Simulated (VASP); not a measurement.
Data:

```
CELL_PARAMETERS angstrom
      0.00000     2.99744     2.99744
      2.99744     0.00000     2.99744
      2.99744     2.99744     0.00000
ATOMIC_POSITIONS crystal
  Pd 0.00000 0.00000 0.00000
  Ge 0.25000 0.25000 0.25000
  Ge 0.75000 0.75000 0.75000
```

Method: r2SCAN meta-GGA, VASP's PBE PAW potentials (set 64) (plane waves; VASP). Settings: 400 eV cut-off, 10×10×10 Γ-centred mesh, tetrahedra with Blöchl corrections, potentials Pd Ge_d.

**Question.** Tabulate the total density of states (states/eV per cell) against energy (eV; zero at the valence-band maximum or, without a gap, the Fermi level).

**Answer.** 
```
E (eV) | DOS (states/eV)
    -9.97 | ### 1.03
    -9.62 | ## 0.72
    -9.28 | ###### 2.05
    -8.93 | #### 1.34
    -8.57 | ### 1.07
    -8.22 | ## 0.60
    -7.88 | # 0.40
    -7.53 | # 0.24
    -7.17 |  0.17
    -6.83 |  0.11
    -6.59 | # 0.31
    -6.24 | # 0.52
    -5.89 | ### 0.96
    -5.54 | ############ 4.29
    -5.19 | ######## 2.73
    -4.84 | ####### 2.43
    -4.49 | ########### 3.93
    -4.14 | ######## 2.98
    -3.79 | ############################## 10.7
    -3.44 | ##### 1.85
    -3.09 | ###### 2.01
    -2.74 | ##### 1.73
    -2.39 | ##### 1.76
    -2.04 | #### 1.46
    -1.69 | ### 1.25
    -1.34 | ### 1.14
    -0.99 | ### 1.09
    -0.64 | ### 1.20
    -0.29 | ### 0.96
     0.06 | ### 1.03
     0.29 | ### 1.17
     0.64 | ##### 1.68
     0.99 | #### 1.39
     1.34 | ## 0.59
     1.69 | # 0.22
     2.04 | ## 0.65
     2.39 | ### 1.17
     2.74 | ### 1.18
     3.09 | #### 1.52
     3.44 | #### 1.52
```
Within 2 eV below the Fermi level the largest weight inside VASP's projection spheres is Pd d, then Ge p.

The structure was generated: Ge2Pd was put into the fluorite type (Fm-3m), which need not be its known phase. It was relaxed first, which changed the volume by -5 %.
